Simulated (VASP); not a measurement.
A run of VASP 6.6.1 is set up as follows.

INCAR

```
ALGO = Fast ; EDIFF = 1E-6
EDIFFG = -0.01 ; ENCUT = 600
GGA = PE ; IBRION = 2
ISIF = 4 ; ISMEAR = 0
IVDW = 12 ; LASPH = T
LCHARG = F ; LREAL = F
LWAVE = F ; NELM = 80
NSW = 50 ; PREC = Accurate
SIGMA = 0.1
```

File KPOINTS:

```
k-points
0
Gamma
  21 21 6
```

File POSCAR:

```
C
1.0
    2.4893706156      0.0000000000      0.0000000000
   -1.2446853078      2.1558581926      0.0000000000
    0.0000000000      0.0000000000      6.8072817651
C
4
Direct
    0.0000000000      0.0000000000      0.0025000117
    0.0000000000      0.0000000000      0.5025000117
    0.3333333333      0.6666666667      0.0024999883
    0.6666666667      0.3333333333      0.5024999883
```

Potentials or basis: VASP PAW PBE potentials, release 64 (C).

Run with:

```sh
$ cat potpaw_PBE.64/C/POTCAR > POTCAR
$ mpirun -np 1 vasp_std > vasp.out
```

(1) Predict the dispersion energy per atom.

(2) What does it give for the band gap on the k mesh?

Results:

(1) -0.150 eV.

(2) none (metal or under the smearing width).
